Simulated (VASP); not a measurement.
# NaLaMnMoO6 (P1) in VASP: notebook

One crystal, NaLaMnMoO6, is run at these levels: PBE; tasks: atomic charges, electron localisation function.

Program: VASP 6.6.1. These are calculated values, not measurements. Logs are shortened: lines on timing, memory, paths and dates and some standing lists are left out, and cuts for length are marked.

## (1) Starting point

The typed cell holds 10 atoms: a = 5.109 Å, b = 5.694 Å, c = 5.920 Å, α = 117.98°, β = 98.89°, γ = 92.48°.

The cell was built by a generator and needn't be a form met in nature.

## (2) Atomic charges, PBE, collinear spin, ferromagnetic start

INCAR

```
PREC = Accurate
ENCUT = 520
EDIFF = 1E-6
ISMEAR = -1
SIGMA = 0.05
LREAL = F
LASPH = T
NELM = 100
ALGO = Normal
ISIF = 2
LWAVE = F
LCHARG = T
ISPIN = 2
MAGMOM = 0 0 4 1 0 0 0 0 0 0
LORBIT = 11
LMAXMIX = 6
GGA = PE
LVHAR = T
KPAR = 4
```

KPOINTS

```
regular mesh
0
Gamma
  6 6 5
```

POSCAR

```
NaLaMnMoO6
1.0
    5.1093400000     -0.0066900000      0.0105600000
   -0.2394500000      5.6892500000      0.0070300000
   -0.9289900000     -2.8254200000      5.1188400000
Na La Mn Mo O
1 1 1 1 6
Direct
    0.4077600000      0.3808600000      0.0751900000
    0.0369000000      0.6632500000      0.6859800000
    0.4427100000      0.0426800000      0.4063800000
    0.9025100000      0.9638700000      0.3044200000
    0.7362700000      0.6956900000      0.9941700000
    0.7228800000      0.9184600000      0.5529900000
    0.7011200000      0.2736800000      0.3729200000
    0.1922400000      0.7532500000      0.3666000000
    0.1792600000      0.0336500000      0.1167200000
    0.2003400000      0.2746200000      0.6319700000
```

Potentials or basis: VASP PAW PBE potentials, release 64 (Na_pv, La, Mn_pv, Mo_sv, O).

Started as:

```console
$ cat potpaw_PBE.64/Na_pv/POTCAR potpaw_PBE.64/La/POTCAR potpaw_PBE.64/Mn_pv/POTCAR potpaw_PBE.64/Mo_sv/POTCAR potpaw_PBE.64/O/POTCAR > POTCAR
$ mpirun -np 4 vasp_std > vasp.out
```

OUTCAR:

```text
PREC = Accurate
   ENCUT = 520
   EDIFF = 1E-6
   ISMEAR = -1
   LREAL = F
   LASPH = T
   NELM = 100
   ISIF = 2
   ISPIN = 2
   LORBIT = 11
   GGA = PE

 ion  position               nearest neighbor table
   1  0.408  0.381  0.075-
   2  0.037  0.663  0.686-  10 2.30   9 2.39   8 2.41   7 2.48   6 2.49   5 2.51   4 3.43   4 3.44
                             4 3.50
   3  0.443  0.043  0.406-   6 1.89   7 1.92   8 1.94   9 1.99  10 2.01   4 2.52   4 2.70
   4  0.903  0.964  0.304-   5 1.79   6 1.96   7 1.99   8 2.04   9 2.06  10 2.20   3 2.52   3 2.70
                             2 3.43   2 3.44   2 3.50
   5  0.736  0.696  0.994-   4 1.79   2 2.51
   6  0.723  0.918  0.553-   3 1.89   4 1.96   2 2.49
   7  0.701  0.274  0.373-   3 1.92   4 1.99   2 2.48
   8  0.192  0.753  0.367-   3 1.94   4 2.04   2 2.41
   9  0.179  0.034  0.117-   3 1.99   4 2.06   2 2.39
  10  0.200  0.275  0.632-   3 2.01   4 2.20   2 2.30

  LATTYP: Found a triclinic cell.
 ALAT       =    15.8055923790
 B/A-ratio  =     0.3602706547
 C/A-ratio  =     0.6762454355
 COS(alpha) =     0.0076999613
 COS(beta)  =     0.3909238536
 COS(gamma) =     0.9102879199

  Lattice vectors:

 A1 = (  -4.6592500000,  14.2106100000,  -5.1153400000)
 A2 = (  -0.2394500000,   5.6892500000,   0.0070300000)
 A3 = (  -3.0119100000,  -0.0317200000, -10.2552700000)

Analysis of symmetry for initial positions (statically):
=====================================================================
 Subroutine PRICEL returns:
 Original cell was already a primitive cell.

 Routine SETGRP: Setting up the symmetry group for a
 triclinic supercell.

 Subroutine GETGRP returns: Found  1 space group operations
 (whereof  1 operations were pure point group operations)
 out of a pool of  2 trial point group operations.

The static configuration has the point symmetry C_1 .

Analysis of symmetry for dynamics (positions and initial velocities):
=====================================================================
 Subroutine PRICEL returns:
 Original cell was already a primitive cell.

 Routine SETGRP: Setting up the symmetry group for a
 triclinic supercell.

 Subroutine GETGRP returns: Found  1 space group operations
 (whereof  1 operations were pure point group operations)
 out of a pool of  2 trial point group operations.

The dynamic configuration has the point symmetry C_1 .

[... 180 lines left out ...]
 cond. band min:       5.4005872784   @ k =   0.0000   0.0000   0.4000
 fundamental gap:      0.8428344006
 Fermi energy:         4.9819092262

 spin component 1

 k-point     1 :       0.0000    0.0000    0.0000
  band No.  band energies     occupation
      1     -58.0082      1.00000
      2     -45.8833      1.00000
      3     -45.7134      1.00000
      4     -45.4746      1.00000
      5     -32.5745      1.00000
      6     -31.9873      1.00000
[... 1285 lines left out ...]
     50       7.9817      0.00000
     51       8.0356      0.00000

 [... further k-points ...]

 spin component 2

 k-point     1 :       0.0000    0.0000    0.0000
  band No.  band energies     occupation
      1     -58.2223      1.00000
      2     -42.7616      1.00000
      3     -42.5466      1.00000
      4     -41.8600      1.00000
      5     -32.6545      1.00000
      6     -32.2981      1.00000
[... 1285 lines left out ...]
     50       7.9982      0.00000
     51       8.0333      0.00000

 [... further k-points ...]

------------------------ aborting loop because EDIFF is reached ----------------------------------------

  FORCE on cell =-STRESS in cart. coord.  units (eV):
  Direction    XX          YY          ZZ          XY          YZ          ZX
  --------------------------------------------------------------------------------------
  -------------------------------------------------------------------------------------
  Total        0.3116471      0.1713766      0.1702712      0.0040417     -0.0178823      0.0366284
  in kB        3.3521727      1.8433795      1.8314901      0.0434733     -0.1923472      0.3939862
  external PRESSURE =       2.3423474 kB  Pullay stress =       0.0000000 kB

 VOLUME and BASIS-vectors are now :
 -----------------------------------------------------------------------------
  energy-cutoff  :      520.00
  volume of cell :      148.95
      direct lattice vectors                 reciprocal lattice vectors
     5.109340000 -0.006690000  0.010560000     0.195647989  0.008185004  0.040024908
    -0.239450000  5.689250000  0.007030000     0.000029597  0.175651530  0.096958850
    -0.928990000 -2.825420000  5.118840000    -0.000403656 -0.000258118  0.195141031

 POSITION                                       TOTAL-FORCE (eV/Angst)
 -----------------------------------------------------------------------------------
      1.92234      1.95164      0.39187         0.000536      0.001556     -0.000936
     -0.60755      1.83497      3.51647        -0.001471     -0.005874     -0.006924
      1.87421     -0.90834      2.08517        -0.029725      0.011122     -0.002192
      4.09763      4.61755      1.57458         0.054489      0.035151      0.043625
      2.67170      1.14408      5.10166        -0.022000     -0.030101     -0.081663
      2.95979      3.65808      2.84476         0.034932     -0.087310      0.063082
      3.17029      0.49869      1.91825         0.026004      0.091925      0.004939
      0.46129      3.24834      1.88389        -0.015749     -0.074255      0.006202
      0.79941     -0.13954      0.59960        -0.006177      0.019075     -0.060483
      0.37075     -0.22454      3.23900        -0.040840      0.038712      0.034351
 -----------------------------------------------------------------------------------
    total drift:                               -0.001202     -0.001844     -0.002137

  FREE ENERGIE OF THE ION-ELECTRON SYSTEM (eV)
  ---------------------------------------------------
  free  energy   TOTEN  =       -78.1919390976 eV

  energy  without entropy=      -78.1919084247  energy(sigma->0) =      -78.19192376

 total charge

# of ion       s       p       d       f       tot
--------------------------------------------------
    1        0.041   5.979   0.000   0.000   6.020
    2        2.013   5.697   0.604   0.255   8.569
    3        0.313   6.374   4.991   0.000  11.677
    4        2.364   6.323   3.757   0.000  12.444
    5        1.586   3.419   0.000   0.000   5.005
    6        1.574   3.436   0.000   0.000   5.010
    7        1.569   3.446   0.000   0.000   5.015
    8        1.567   3.455   0.000   0.000   5.022
    9        1.566   3.449   0.000   0.000   5.016
   10        1.566   3.440   0.000   0.000   5.006
--------------------------------------------------
tot         14.159  45.017   9.352   0.255  68.783

 magnetization (x)

# of ion       s       p       d       f       tot
--------------------------------------------------
    1        0.000   0.000   0.000   0.000   0.000
    2        0.000   0.001   0.014   0.004   0.018
    3        0.023   0.035   2.975   0.000   3.034
    4       -0.003  -0.002  -0.302   0.000  -0.307
    5        0.001   0.022   0.000   0.000   0.023
    6       -0.000   0.001   0.000   0.000   0.001
    7        0.000  -0.001   0.000   0.000  -0.001
    8        0.000  -0.000   0.000   0.000  -0.000
    9        0.001   0.010   0.000   0.000   0.011
   10        0.004   0.066   0.000   0.000   0.070
--------------------------------------------------
tot          0.027   0.131   2.687   0.004   2.849
```

It took 17 min on 4 MPI ranks of Intel Xeon Platinum 8375C at 2.90GHz (Ice Lake), shared host; peak memory 1.1 GiB.

What came out:

```
Free energy                                           : -78.1919 eV
Pressure                                              : 0.2 GPa
Largest force                                         : 0.113 eV/Å
Band gap on the k mesh                                : 0.84 eV, indirect (least direct gap 1.09 eV)
Net moment                                            : 3.00 μB per cell
Site moments                                          : Na +0.00; La +0.02; Mn +3.03; Mo -0.31; O +0.02, +0.00, -0.00, +0.01, +0.07 μB
Valence electrons inside the program's atomic spheres : Na 6.02; La 8.57; Mn 11.68; Mo 12.44; O 5.00, 5.01, 5.02
```

Forces on the atoms (eV/Å):
```
Na   0.001  0.002 -0.001
La  -0.001 -0.006 -0.007
Mn  -0.030  0.011 -0.002
Mo   0.054  0.035  0.044
O   -0.022 -0.030 -0.082
O    0.035 -0.087  0.063
O    0.026  0.092  0.005
O   -0.016 -0.074  0.006
O   -0.006  0.019 -0.060
O   -0.041  0.039  0.034
```

Levels at points of the mesh, in eV from the valence-band top:
Spin up:
```tsv
k point	band 40	band 41	band 42	band 43	band 44	band 45
(0.00, 0.00, 0.00)	-1.48	-1.19	-0.59	0.94	1.50	1.93
(0.50, 0.00, 0.00)	-1.37	-1.26	-0.42	1.21	1.27	1.48
(0.00, 0.50, 0.00)	-1.40	-1.21	-0.58	0.96	1.38	1.70
(0.50, 0.50, 0.00)	-1.29	-1.18	-0.44	1.11	1.33	1.44
```
Spin down:
```tsv
k point	band 37	band 38	band 39	band 40	band 41	band 42
(0.00, 0.00, 0.00)	-2.40	-2.01	-0.41	1.02	1.19	1.48
(0.50, 0.00, 0.00)	-2.48	-2.12	0.00	1.12	1.28	1.35
(0.00, 0.50, 0.00)	-2.63	-2.04	-0.47	0.92	1.13	1.48
(0.50, 0.50, 0.00)	-2.42	-2.02	-0.04	1.17	1.24	1.32
```

Caveat: spin-orbit coupling is left out, which moves the levels of the heavy elements; an odd mesh through Γ misses points on the zone boundary, where band edges often lie; a cell with one magnetic atom can't hold antiferromagnetic order, which such compounds often take.

## (3) Electron localisation function, PBE, collinear spin, ferromagnetic start

INCAR

```
  ALGO = Normal
  EDIFF = 1E-6
  ENCUT = 520
  GGA = PE
  ISIF = 2
  ISMEAR = -1
  ISPIN = 2
  LASPH = T
  LCHARG = T
  LELF = T
  LMAXMIX = 6
  LORBIT = 11
  LREAL = F
  LWAVE = F
  MAGMOM = 0 0 4 1 0 0 0 0 0 0
  NELM = 100
  PREC = Accurate
  SIGMA = 0.05
```

KPOINTS

```
k-points
0
Gamma
  6 6 5
```

POSCAR is that of step 2.

Potentials or basis: VASP PAW PBE potentials, release 64 (Na_pv, La, Mn_pv, Mo_sv, O).

Started as:

```console
$ cat potpaw_PBE.64/Na_pv/POTCAR potpaw_PBE.64/La/POTCAR potpaw_PBE.64/Mn_pv/POTCAR potpaw_PBE.64/Mo_sv/POTCAR potpaw_PBE.64/O/POTCAR > POTCAR
$ mpirun -np 4 vasp_std > vasp.out
```

OUTCAR:

```text
EDIFF = 1E-6
   ENCUT = 520
   GGA = PE
   ISIF = 2
   ISMEAR = -1
   ISPIN = 2
   LASPH = T
   LORBIT = 11
   LREAL = F
   NELM = 100
   PREC = Accurate

 ion  position               nearest neighbor table
   1  0.408  0.381  0.075-
   2  0.037  0.663  0.686-  10 2.30   9 2.39   8 2.41   7 2.48   6 2.49   5 2.51   4 3.43   4 3.44
                             4 3.50
   3  0.443  0.043  0.406-   6 1.89   7 1.92   8 1.94   9 1.99  10 2.01   4 2.52   4 2.70
   4  0.903  0.964  0.304-   5 1.79   6 1.96   7 1.99   8 2.04   9 2.06  10 2.20   3 2.52   3 2.70
                             2 3.43   2 3.44   2 3.50
   5  0.736  0.696  0.994-   4 1.79   2 2.51
   6  0.723  0.918  0.553-   3 1.89   4 1.96   2 2.49
   7  0.701  0.274  0.373-   3 1.92   4 1.99   2 2.48
   8  0.192  0.753  0.367-   3 1.94   4 2.04   2 2.41
   9  0.179  0.034  0.117-   3 1.99   4 2.06   2 2.39
  10  0.200  0.275  0.632-   3 2.01   4 2.20   2 2.30

[... 2907 lines left out ...]

  FREE ENERGIE OF THE ION-ELECTRON SYSTEM (eV)
  ---------------------------------------------------
  free  energy   TOTEN  =       -78.1919390688 eV

  energy  without entropy=      -78.1919083947  energy(sigma->0) =      -78.19192373

 total charge

# of ion       s       p       d       f       tot
--------------------------------------------------
    1        0.041   5.979   0.000   0.000   6.020
    2        2.013   5.697   0.604   0.255   8.569
    3        0.313   6.374   4.991   0.000  11.677
    4        2.364   6.323   3.757   0.000  12.444
    5        1.586   3.419   0.000   0.000   5.005
    6        1.574   3.436   0.000   0.000   5.010
    7        1.569   3.446   0.000   0.000   5.015
    8        1.567   3.455   0.000   0.000   5.022
    9        1.566   3.449   0.000   0.000   5.016
   10        1.566   3.440   0.000   0.000   5.006
--------------------------------------------------
tot         14.159  45.017   9.352   0.255  68.783

 magnetization (x)

# of ion       s       p       d       f       tot
--------------------------------------------------
    1        0.000   0.000   0.000   0.000   0.000
    2        0.000   0.001   0.014   0.004   0.018
    3        0.023   0.035   2.975   0.000   3.034
    4       -0.003  -0.002  -0.302   0.000  -0.307
    5        0.001   0.022   0.000   0.000   0.023
    6       -0.000   0.001   0.000   0.000   0.001
    7        0.000  -0.001   0.000   0.000  -0.001
    8        0.000  -0.000   0.000   0.000  -0.000
    9        0.001   0.010   0.000   0.000   0.011
   10        0.004   0.066   0.000   0.000   0.070
--------------------------------------------------
tot          0.027   0.131   2.687   0.004   2.849
```

Wall time 22 min (4 MPI ranks of Intel Xeon Platinum 8375C at 2.90GHz (Ice Lake), shared host); peak memory 0.57 GiB.

What came out:

```
Free energy                                           : -78.1919 eV
Pressure                                              : 0.2 GPa
Largest force                                         : 0.113 eV/Å
Band gap on the k mesh                                : 0.84 eV, indirect (least direct gap 1.09 eV)
Net moment                                            : 3.00 μB per cell
Site moments                                          : Na +0.00; La +0.02; Mn +3.03; Mo -0.31; O +0.02, +0.00, -0.00, +0.01, +0.07 μB
Valence electrons inside the program's atomic spheres : Na 6.02; La 8.57; Mn 11.68; Mo 12.44; O 5.00, 5.01, 5.02
```

Forces on the atoms (eV/Å):
```
Na   0.000  0.002 -0.001
La  -0.001 -0.006 -0.007
Mn  -0.030  0.011 -0.002
Mo   0.054  0.035  0.044
O   -0.022 -0.030 -0.082
O    0.035 -0.087  0.063
O    0.026  0.092  0.005
O   -0.016 -0.074  0.006
O   -0.006  0.019 -0.061
O   -0.041  0.039  0.034
```

Caveat: spin-orbit coupling is left out, which moves the levels of the heavy elements; an odd mesh through Γ misses points on the zone boundary, where band edges often lie; a cell with one magnetic atom can't hold antiferromagnetic order, which such compounds often take.
